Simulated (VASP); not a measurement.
Input for VASP

### INCAR
```
ISIF = 2   ! forces and stress, cell fixed
NELM = 100   ! most electronic steps
LUSE_VDW = .TRUE.
SYSTEM = SiC
ISMEAR = -5   ! tetrahedra, Bloechl
ZAB_VDW = -1.8867
ALGO = Normal
EDIFF = 1E-7   ! SCF stop (eV)
PREC = Accurate
ENCUT = 520   ! plane-wave cut-off (eV)
GGA = ML
LREAL = .FALSE.   ! projection in real space or not
LASPH = .TRUE.   ! aspherical one-centre terms
LORBIT = 11
LCHARG = .TRUE.
AGGAC = 0.0
NEDOS = 601   ! DOS grid
LWAVE = .FALSE.
```

File KPOINTS:
```
Automatic mesh
0
Gamma
11 11 11
0 0 0
```

File POSCAR:
```
SiC
1
    0.0000000000     2.2131349014     2.2131349014
    2.2131349014     0.0000000000     2.2131349014
    2.2131349014     2.2131349014     0.0000000000
Si C
1 1
Direct
  0.0000000000   0.0000000000   0.0000000000
  0.2500000000   0.2500000000   0.2500000000
```

POTCAR, in this order: Si C (PBE.64 set). Program: vasp_std.

Question: Translate this vdW-DF2 calculation to Quantum ESPRESSO's pw.x.

Answer: One equivalent input (not run):
```
&CONTROL
  calculation = 'scf'
  pseudo_dir = './pseudo'
  outdir = './out'
  tprnfor = .true.
  tstress = .true.
/
&SYSTEM
  ibrav = 0
  nat = 2
  ntyp = 2
  ecutwfc = 82
  occupations = 'tetrahedra'
  input_dft = 'vdw-df2'
/
&ELECTRONS
  conv_thr = 7.3e-09
  electron_maxstep = 100
/
ATOMIC_SPECIES
  Si 28.085 Si.upf
  C 12.011 C.upf
CELL_PARAMETERS angstrom
     0.0000000    2.2131349    2.2131349
     2.2131349    0.0000000    2.2131349
     2.2131349    2.2131349    0.0000000
ATOMIC_POSITIONS crystal
  Si   0.0000000  0.0000000  0.0000000
  C    0.2500000  0.2500000  0.2500000
K_POINTS automatic
  11 11 11 0 0 0
```
The two are equivalent in intent, not identical: the potentials are each code's own (VASP's PAW set, PseudoDojo norm-conserving files in pw.x), so ENCUT and ecutwfc are chosen apart and not converted; conv_thr bounds pw.x's estimated SCF error, while EDIFF bounds the energy change between steps.

The compound is SiC in the zinc blende structure. It was relaxed first.
